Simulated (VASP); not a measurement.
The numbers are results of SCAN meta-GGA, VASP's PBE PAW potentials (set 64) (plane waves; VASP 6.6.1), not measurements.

A VASP calculation is set up with these files.

**POSCAR**
```
Al atom
26.0
  0.4615384615   0.0000000000   0.0000000000
  0.0000000000   0.4807692308   0.0000000000
  0.0000000000   0.0000000000   0.5000000000
Al
1
Cart
  0.0000000000   0.0000000000   0.0000000000
```

### KPOINTS
```
Automatic mesh
0
Gamma
1 1 1
0 0 0
```

**INCAR**
```
SYSTEM  =  Al atom
PREC  =  Normal; ENCUT  =  520; LREAL  =  .FALSE.
LASPH  =  .TRUE.; ISYM  =  0
EDIFF  =  1E-6; NELM  =  200; ALGO  =  All
LMIXTAU  =  .TRUE.
ISMEAR  =  0; SIGMA  =  0.01
METAGGA  =  SCAN
ISPIN  =  2; MAGMOM  =  1; NUPDOWN  =  1
LWAVE  =  .FALSE.; LCHARG  =  .FALSE.; LORBIT  =  10
```

POTCAR, in this order: Al (PBE.64 set). Program: vasp_gam. Read from the step before: WAVECAR.

Problem. What will the output report for the number of irreducible k-points (NKPTS), largest plane-wave count, FFT grid (NGX, NGY, NGZ)?

Solution. 
| Item | Value |
|---|---|
| number of irreducible k-points (NKPTS) | 1 |
| largest plane-wave count | 26244 |
| FFT grid (NGX, NGY, NGZ) | 70 × 70 × 80 |

The cell is a free atom in a box.
